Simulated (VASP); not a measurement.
# ScAlN2 (I4_1/amd) in VASP: a series of runs, part 2 of 2

VASP 6.6.1. The steps go on from the part before.

## Step 3: Single point, PBE

INCAR

```
PREC     = Accurate       # precision mode
ENCUT    = 520            # plane-wave cutoff, eV
EDIFF    = 1E-7           # SCF threshold, eV
ISMEAR   = 0              # smearing method
SIGMA    = 0.05           # smearing width, eV
LREAL    = Auto         
LASPH    = True           # aspherical terms in the spheres
NELM     = 100            # most SCF steps
ALGO     = Normal         # electronic algorithm
ISIF     = 2              # what is computed and relaxed
LWAVE    = False          # write WAVECAR
LCHARG   = False          # write CHGCAR
GGA      = PE             # functional
ADDGRID  = False
```

KPOINTS

```
regular mesh
0
Gamma
  6 6 6
```

POSCAR

```
ScAlN2
1.0
   -2.1994840000      2.1994840000      4.1986215000
    2.1994840000     -2.1994840000      4.1986215000
    2.1994840000      2.1994840000     -4.1986215000
Sc Al N
2 2 4
Direct
    0.0000000000      0.0000000000      0.0000000000
    0.7500000000      0.2500000000      0.5000000000
    0.5000000000      0.5000000000      0.0000000000
    0.2500000000      0.7500000000      0.5000000000
    0.7375140000      0.7375140000      0.0000000000
    0.0124860000      0.5124860000      0.5000000000
    0.2624860000      0.2624860000      0.0000000000
    0.4875140000      0.9875140000      0.5000000000
```

Potentials or basis: VASP PAW PBE potentials, release 64 (Sc_sv, Al, N).

On the command line:

```console
$ cat potpaw_PBE.64/Sc_sv/POTCAR potpaw_PBE.64/Al/POTCAR potpaw_PBE.64/N/POTCAR > POTCAR
$ mpirun -np 1 vasp_std > vasp.out
```

OUTCAR:

```text
PREC = Accurate
   ENCUT = 520
   EDIFF = 1E-7
   ISMEAR = 0
   LREAL = Auto
   LASPH = True
   NELM = 100
   ISIF = 2
   GGA = PE

 Found     30 irreducible k-points:

 Following reciprocal coordinates:
            Coordinates               Weight
  0.000000  0.000000  0.000000      1.000000
  0.166667  0.000000 -0.000000      8.000000
  0.333333  0.000000  0.000000      8.000000
  0.500000 -0.000000  0.000000      4.000000
  0.166667  0.166667  0.000000      8.000000
  0.333333  0.166667 -0.000000     16.000000
   k-points           NKPTS =     30   k-points in BZ     NKDIM =     30   number of bands    NBANDS=     29
   number of dos      NEDOS =    301   number of ions     NIONS =      8
   total plane-waves  NPLWV =  64000
   dimension x,y,z NGX =    40 NGY =   40 NGZ =   40
   dimension x,y,z NGXF=    80 NGYF=   80 NGZF=   80
   ions per type =               2   2   4
   NGX,Y,Z   is equivalent  to a cutoff of  12.73, 12.73, 12.73 a.u.
   NGXF,Y,Z  is equivalent  to a cutoff of  25.45, 25.45, 25.45 a.u.
 SYSTEM =  unknown system
   PREC   = accura    normal or accurate (medium, high low for compatibility)
   ISTART =      0    job   : 0-new  1-cont  2-samecut
   ICHARG =      2    charge: 1-file 2-atom 10-const
   ISPIN  =      1    spin polarized calculation?
[... 58 lines left out ...]
 fundamental gap:      0.9553713764
 Fermi energy:         7.4706261735

 k-point     1 :       0.0000    0.0000    0.0000
  band No.  band energies     occupation
      1     -40.9220      2.00000
      2     -40.8158      2.00000
      3     -19.8249      2.00000
      4     -19.6717      2.00000
      5     -19.6717      2.00000
      6     -19.5144      2.00000
[... 181 lines left out ...]
     28      11.6309      0.00000
     29      12.0824      0.00000

 [... further k-points ...]
[... 5 lines left out ...]
  --------------------------------------------------------------------------------------
  -------------------------------------------------------------------------------------
  Total        0.0098115      0.0098115      0.0069127      0.0000000      0.0000000      0.0000000
  in kB        0.1934815      0.1934815      0.1363178      0.0000000      0.0000000      0.0000000
  external PRESSURE =       0.1744269 kB  Pullay stress =       0.0000000 kB

 VOLUME and BASIS-vectors are now :
 -----------------------------------------------------------------------------
  energy-cutoff  :      520.00
  volume of cell :       81.25
      direct lattice vectors                 reciprocal lattice vectors
    -2.199484000  2.199484000  4.198621500     0.000000000  0.227326046  0.119086705
     2.199484000 -2.199484000  4.198621500     0.227326046  0.000000000  0.119086705
     2.199484000  2.199484000 -4.198621500     0.227326046  0.227326046  0.000000000

 POSITION                                       TOTAL-FORCE (eV/Angst)
 -----------------------------------------------------------------------------------
      0.00000      0.00000      0.00000         0.000000      0.000000     -0.000000
      0.00000      2.19948      2.09931         0.000000      0.000000     -0.000000
      0.00000      0.00000      4.19862         0.000000      0.000000     -0.000000
      2.19948      0.00000      2.09931         0.000000      0.000000     -0.000000
      0.00000      0.00000      6.19308        -0.000000      0.000000      0.002718
      2.19948      0.00000      0.10485         0.000000     -0.000000     -0.002718
      0.00000      0.00000      2.20416        -0.000000      0.000000     -0.002718
      2.19948      0.00000      4.09377         0.000000     -0.000000      0.002718
 -----------------------------------------------------------------------------------
    total drift:                               -0.000000      0.000000     -0.000000

  FREE ENERGIE OF THE ION-ELECTRON SYSTEM (eV)
  ---------------------------------------------------
  free  energy   TOTEN  =       -64.8525756522 eV

  energy  without entropy=      -64.8525756522  energy(sigma->0) =      -64.85257565
```

stdout:

```text
POSCAR found type information on POSCAR ScAlN
 POSCAR found :  3 types and       8 ions
 scaLAPACK will be used
 -----------------------------------------------------------------------------
|                                                                             |
|                                                                             |
|     You have a (more or less) 'small supercell' and for smaller cells       |
|     it is recommended to use the reciprocal-space projection scheme!        |
|     The real-space optimization is not efficient for small cells and it     |
|     is also less accurate ...                                               |
|     Therefore, set LREAL=.FALSE. in the INCAR file.                         |
|                                                                             |
 -----------------------------------------------------------------------------

 LDA part: xc-table for (Slater+PW92), standard interpolation
 POSCAR, INCAR and KPOINTS ok, starting setup
 FFT: planning ... GRIDC
 FFT: planning ... GRID_SOFT
 FFT: planning ... GRID
 WAVECAR not read
 entering main loop
```

Run time: 3 min. Hardware: 1 thread of AMD EPYC 7R13 (Zen 3), shared host; peak memory 0.23 GiB.

The run converged, but some of its settings lie outside the range that counts as converged, so its numbers aren't taken as properties of the crystal.

Results:

```yaml
Free_energy: -64.8526 eV
Pressure: 0.0 GPa
Band_gap_on_the_k_mesh: 0.96 eV, indirect (least direct gap 1.05 eV)
```

## Step 4: Single point, PBE

INCAR: that of step 3 with these lines changed.

```diff
@@ -1,3 +1,3 @@
 PREC     = Accurate       # precision mode
-ENCUT    = 520            # plane-wave cutoff, eV
+ENCUT    = 460            # plane-wave cutoff, eV
 EDIFF    = 1E-7           # SCF threshold, eV
@@ -5,3 +5,3 @@
 SIGMA    = 0.05           # smearing width, eV
-LREAL    = Auto         
+LREAL    = False          # projectors in reciprocal space
 LASPH    = True           # aspherical terms in the spheres
```

KPOINTS

```
regular mesh
0
Gamma
  7 7 7
```

POSCAR is that of step 3.

Potentials or basis: VASP PAW PBE potentials, release 64 (Sc_sv, Al, N).

On the command line:

```console
$ cat potpaw_PBE.64/Sc_sv/POTCAR potpaw_PBE.64/Al/POTCAR potpaw_PBE.64/N/POTCAR > POTCAR
$ mpirun -np 1 vasp_std > vasp.out
```

OUTCAR:

```text
PREC = Accurate
   ENCUT = 460
   EDIFF = 1E-7
   ISMEAR = 0
   LREAL = False
   LASPH = True
   NELM = 100
   ISIF = 2
   GGA = PE

 Found     40 irreducible k-points:

 Following reciprocal coordinates:
            Coordinates               Weight
  0.000000  0.000000  0.000000      1.000000
  0.142857  0.000000 -0.000000      8.000000
  0.285714  0.000000 -0.000000      8.000000
  0.428571 -0.000000  0.000000      8.000000
  0.142857  0.142857 -0.000000      8.000000
  0.285714  0.142857  0.000000     16.000000
   k-points           NKPTS =     40   k-points in BZ     NKDIM =     40   number of bands    NBANDS=     29
   number of dos      NEDOS =    301   number of ions     NIONS =      8
   total plane-waves  NPLWV =  64000
   dimension x,y,z NGX =    40 NGY =   40 NGZ =   40
   dimension x,y,z NGXF=    80 NGYF=   80 NGZF=   80
   ions per type =               2   2   4
   NGX,Y,Z   is equivalent  to a cutoff of  12.73, 12.73, 12.73 a.u.
   NGXF,Y,Z  is equivalent  to a cutoff of  25.45, 25.45, 25.45 a.u.
 SYSTEM =  unknown system
   PREC   = accura    normal or accurate (medium, high low for compatibility)
[... 65 lines left out ...]
 k-point     1 :       0.0000    0.0000    0.0000
  band No.  band energies     occupation
      1     -40.9205      2.00000
      2     -40.8144      2.00000
      3     -19.8235      2.00000
      4     -19.6703      2.00000
      5     -19.6703      2.00000
      6     -19.5130      2.00000
[... 181 lines left out ...]
     28      11.5351      0.00000
     29      12.0248      0.00000

 [... further k-points ...]

------------------------ aborting loop because EDIFF is reached ----------------------------------------

  FORCE on cell =-STRESS in cart. coord.  units (eV):
  Direction    XX          YY          ZZ          XY          YZ          ZX
  --------------------------------------------------------------------------------------
  -------------------------------------------------------------------------------------
  Total       -0.2889040     -0.2889040     -0.2849251      0.0000000      0.0000000      0.0000000
  in kB       -5.6971263     -5.6971263     -5.6186635      0.0000000      0.0000000      0.0000000
  external PRESSURE =      -5.6709721 kB  Pullay stress =       0.0000000 kB

 VOLUME and BASIS-vectors are now :
 -----------------------------------------------------------------------------
  energy-cutoff  :      460.00
  volume of cell :       81.25
      direct lattice vectors                 reciprocal lattice vectors
    -2.199484000  2.199484000  4.198621500     0.000000000  0.227326046  0.119086705
     2.199484000 -2.199484000  4.198621500     0.227326046  0.000000000  0.119086705
     2.199484000  2.199484000 -4.198621500     0.227326046  0.227326046  0.000000000

 POSITION                                       TOTAL-FORCE (eV/Angst)
 -----------------------------------------------------------------------------------
      0.00000      0.00000      0.00000        -0.000000     -0.000000     -0.000000
      0.00000      2.19948      2.09931        -0.000000     -0.000000     -0.000000
      0.00000      0.00000      4.19862        -0.000000     -0.000000     -0.000000
      2.19948      0.00000      2.09931        -0.000000     -0.000000     -0.000000
      0.00000      0.00000      6.19308        -0.000000      0.000000      0.003613
      2.19948      0.00000      0.10485         0.000000     -0.000000     -0.003613
      0.00000      0.00000      2.20416        -0.000000      0.000000     -0.003613
      2.19948      0.00000      4.09377         0.000000     -0.000000      0.003613
 -----------------------------------------------------------------------------------
    total drift:                               -0.000000      0.000000     -0.000000

  FREE ENERGIE OF THE ION-ELECTRON SYSTEM (eV)
  ---------------------------------------------------
  free  energy   TOTEN  =       -64.8609905407 eV

  energy  without entropy=      -64.8609905407  energy(sigma->0) =      -64.86099054
```

It took 2.1 min on 1 thread of AMD EPYC 7R13 (Zen 3), shared host; peak memory 0.23 GiB.

The run converged, but some of its settings lie outside the range that counts as converged, so its numbers aren't taken as properties of the crystal.

Results:

- Free energy: -64.8610 eV
- Pressure: -0.6 GPa
- Largest force: 0.004 eV/Å
- Band gap on the k mesh: 1.04 eV, indirect (least direct gap 1.05 eV)

Caveat: the cutoff is under 1.25 times the usual one of these potentials, so pressure, stress and relaxed cells hold a basis-set (Pulay) error; an odd mesh through Γ misses points on the zone boundary, where band edges often lie.
